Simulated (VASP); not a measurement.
VASP input:

**KPOINTS**
```
Automatic mesh
0
Gamma
12 12 12
0 0 0
```

**INCAR**
```
SYSTEM = Bi
PREC = Accurate; ENCUT = 400; LREAL = .FALSE.
LASPH = .TRUE.
EDIFF = 1E-6; NELM = 100; ALGO = Normal
LMAXMIX = 4
ISMEAR = 1; SIGMA = 0.1
GGA = PE
ISIF = 2
LWAVE = .FALSE.; LCHARG = .FALSE.
```

POSCAR:
```
Bi
1
    4.1658200000    -2.2750000000     0.0000000000
    4.1658200000     2.2750000000     0.0000000000
    2.9234170000     0.0000000000     3.7394270000
Bi
2
Direct
  0.2340000000   0.2340000000   0.2340000000
  0.7660000000   0.7660000000   0.7660000000
```

POTCAR, in this order: Bi_d (PBE.64 set). Program: vasp_std.

Task: Translate this PBE calculation to Quantum ESPRESSO's pw.x.

Result: One equivalent input (not run):
```
&CONTROL
  calculation = 'scf'
  pseudo_dir = './pseudo'
  outdir = './out'
  tprnfor = .true.
  tstress = .true.
/
&SYSTEM
  ibrav = 0
  nat = 2
  ntyp = 1
  ecutwfc = 66
  occupations = 'smearing'
  smearing = 'methfessel-paxton'
  degauss = 0.00735
  input_dft = 'pbe'
/
&ELECTRONS
  conv_thr = 7.3e-08
  electron_maxstep = 100
/
ATOMIC_SPECIES
  Bi 208.980 Bi.upf
CELL_PARAMETERS angstrom
     4.1658200   -2.2750000    0.0000000
     4.1658200    2.2750000    0.0000000
     2.9234170    0.0000000    3.7394270
ATOMIC_POSITIONS crystal
  Bi   0.2340000  0.2340000  0.2340000
  Bi   0.7660000  0.7660000  0.7660000
K_POINTS automatic
  12 12 12 0 0 0
```
The two are equivalent in intent, not identical: the potentials are each code's own (VASP's PAW set, PseudoDojo norm-conserving files in pw.x), so ENCUT and ecutwfc are chosen apart and not converted; conv_thr bounds pw.x's estimated SCF error, while EDIFF bounds the energy change between steps.

The compound is Bi in the a7 structure. The cell was not relaxed at this level. The run is one of a series of settings (KPOINTS 12×12×12 Γ-centred mesh against the base run), some of them coarse on purpose.
